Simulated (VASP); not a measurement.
Consider the following.

```
AuZn
1.0
    3.18601     0.00000     0.00000
    0.00000     3.18601     0.00000
    0.00000     0.00000     3.18601
Zn Au
1 1
Direct
  0.50000   0.50000   0.50000
  0.00000   0.00000   0.00000
```

The numbers are results of PBE GGA, VASP's PBE PAW potentials (set 64) (plane waves; VASP 6.6.1), not measurements. Settings: 520 eV cut-off, Gaussian smearing of 0.050 eV, potentials Zn Au.

Unless said otherwise, spin-orbit coupling is left out, though it shifts the bands of the heavy elements here.

Q: What does the run give for the band gap (along the path) with the smallest direct gap where there is one?

A: 
| Property | Value |
|---|---|
| band gap (along the path) | none (metal, semimetal or under 0.01 eV) |

The absolute energy has meaning only against runs of the same code, potentials and settings.

The compound is AuZn in the CsCl type structure. It was relaxed first. The electron count is odd and the run is not spin-polarised, which forces a metal.
